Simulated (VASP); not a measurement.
Consider the following.

```yaml
crystal:
  lattice:
    - [1.30050, -2.25253, 0.00000]
    - [1.30050, 2.25253, 0.00000]
    - [0.00000, 0.00000, 4.30440]
  atoms:
    - { symbol: B, position: [0.66667, 0.33333, 0.50000] }
    - { symbol: B, position: [0.33333, 0.66667, 0.00000] }
    - { symbol: N, position: [0.66667, 0.33333, 0.87500] }
    - { symbol: N, position: [0.33333, 0.66667, 0.37500] }
```

All values below come from PBE GGA, VASP's PBE PAW potentials (set 64) (plane waves; VASP). Numerical set-up: 520 eV cut-off, 9×9×5 Γ-centred mesh, Gaussian smearing of 0.050 eV, potentials B N_s.

### Question
Give the stress tensor in GPa (positive for a compressed cell).

### Answer

```
-17.65    0.00    0.00
  0.00  -17.65    0.00
  0.00    0.00  -18.52
```
The pressure is its mean diagonal, -17.94 GPa.

The compound is BN in the wurtzite structure, a metastable high-pressure form. The cell was not relaxed at this level. The run is one of a series of settings (POTCAR B N_s (PBE.64 set) against the base run), some of them coarse on purpose.
